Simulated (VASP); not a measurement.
```xyz
6
Lattice="1.6411 -2.8425 0.0000 1.6411 2.8425 0.0000 0.0000 0.0000 13.0514" Properties=species:S:1:pos:R:3 pbc="T T T"
W      1.6411     0.9475     3.2629
W      1.6411    -0.9475     9.7886
Se     1.6411     0.9475    11.4748
Se     1.6411    -0.9475     4.9491
Se     1.6411    -0.9475     1.5766
Se     1.6411     0.9475     8.1023
```

All values below come from vdW-DF-cx, VASP's PBE PAW potentials (set 64) (plane waves; VASP). Numerical set-up: 520 eV cut-off, 9×9×2 Γ-centred mesh, tetrahedra with Blöchl corrections, potentials W_sv Se.

Estimate the energy per atom (σ→0).

```
Quantity                       Result
---------------------  --------------
energy per atom (σ→0)  -5.353 eV/atom
```

The compound is WSe2 in the 2H layered structure. It was relaxed first.
